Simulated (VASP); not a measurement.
Computed with PBEsol GGA, VASP's PBE PAW potentials (set 64) (plane waves; VASP 6.6.1).

A VASP calculation is set up with these files.

**INCAR**
```
# general
SYSTEM   =  Rh
PREC     =  Accurate
ENCUT    =  400
LREAL    =  .FALSE.
LASPH    =  .TRUE.
ICHARG   =  11

# electronic loop
EDIFF    =  1E-7
NELM     =  100
ALGO     =  Normal
LMAXMIX  =  4

# smearing
ISMEAR   =  0
SIGMA    =  0.05

# functional
GGA      =  PS

# output
LWAVE    =  .FALSE.
LCHARG   =  .FALSE.
LORBIT   =  11
```

**KPOINTS**
```
k-points along high-symmetry lines
15
Line-mode
Reciprocal
  0.000000   0.000000   0.000000 ! GAMMA
  0.500000   0.000000   0.500000 ! X

  0.500000   0.000000   0.500000 ! X
  0.625000   0.250000   0.625000 ! U

  0.375000   0.375000   0.750000 ! K
  0.000000   0.000000   0.000000 ! GAMMA

  0.000000   0.000000   0.000000 ! GAMMA
  0.500000   0.500000   0.500000 ! L

  0.500000   0.500000   0.500000 ! L
  0.500000   0.250000   0.750000 ! W

  0.500000   0.250000   0.750000 ! W
  0.500000   0.000000   0.500000 ! X
```

### POSCAR
```
Rh
1
   -0.0000000000     2.7118860284     2.7118860284
    2.7118860284    -0.0000000000     2.7118860284
    2.7118860284     2.7118860284     0.0000000000
Rh
2
Direct
  0.7500000000   0.7500000000   0.7500000000
  0.5000000000   0.5000000000   0.5000000000
```

POTCAR, in this order: Rh_pv (PBE.64 set). Program: vasp_std. Read from the step before: CHGCAR.

The resulting files:

**OSZICAR**
```
       N       E                     dE             d eps       ncg     rms          rms(c)
DAV:   1     0.269825747749E+03    0.26983E+03   -0.17880E+04  3700   0.143E+03
DAV:   2    -0.799894993983E+01   -0.27782E+03   -0.26932E+03  3625   0.441E+02
DAV:   3    -0.138563644000E+02   -0.58574E+01   -0.57515E+01  3872   0.715E+01
DAV:   4    -0.139131252812E+02   -0.56761E-01   -0.56687E-01  3845   0.701E+00
DAV:   5    -0.139141174577E+02   -0.99218E-03   -0.99202E-03  3882   0.930E-01
DAV:   6    -0.139141454574E+02   -0.28000E-04   -0.27998E-04  4305   0.141E-01
DAV:   7    -0.139141459099E+02   -0.45249E-06   -0.45346E-06  3786   0.161E-02
DAV:   8    -0.139141459267E+02   -0.16784E-07   -0.16637E-07  2618   0.257E-03
   1 F= -.13914146E+02 E0= -.13911601E+02  d E =-.508890E-02
```

File OUTCAR:
```
 val. band max:        7.0715375694   @ k =   0.5000   0.3929   0.6071

 cond. band min:       7.0850822193   @ k =   0.4643   0.0000   0.4643



 k-point     1 :       0.0000    0.0000    0.0000
  band No.  band energies     occupation
      1     -40.4487      2.00000
      2     -40.4487      2.00000
      3     -40.4487      2.00000
      4     -39.7446      2.00000
      5     -39.7446      2.00000
      6     -39.7446      2.00000
      7       0.8505      2.00000
      8       2.2790      2.00000
      9       2.2790      2.00000
     10       2.6699      2.00000
     11       2.6699      2.00000
     12       2.6699      2.00000
     13       5.2735      2.00000
     14       5.2735      2.00000
     15       5.2735      2.00000
     16       7.2324      0.00003
     17       7.2324      0.00003
     18      19.4094      0.00000
     19      19.7176      0.00000

 k-point     2 :       0.0357    0.0000    0.0357
  band No.  band energies     occupation
      1     -40.4510      2.00000
      2     -40.4510      2.00000
      3     -40.4466      2.00000
      4     -39.7469      2.00000
      5     -39.7423      2.00000
      6     -39.7423      2.00000
      7       0.8812      2.00000
      8       2.2209      2.00000
      9       2.2924      2.00000
     10       2.6692      2.00000
     11       2.6692      2.00000
     12       2.7361      2.00000
     13       5.2212      2.00000
     14       5.2852      2.00000
     15       5.2852      2.00000
     16       7.2141      0.00023
     17       7.2495      0.00000
     18      18.9627      0.00000
     19      19.3335      0.00000

 k-point     3 :       0.0714    0.0000    0.0714
  band No.  band energies     occupation
      1     -40.4575      2.00000
      2     -40.4575      2.00000
      3     -40.4401      2.00000
      4     -39.7542      2.00000
      5     -39.7356      2.00000
      6     -39.7356      2.00000
      7       0.9732      2.00000
      8       2.1037      2.00000
...
```

The density is held fixed in this step, so its total energy and stress have no physical meaning.

The structure was generated: Rh was put into the diamond type (Fd-3m), which need not be its known phase. It was relaxed first, which changed the volume by +13 %.
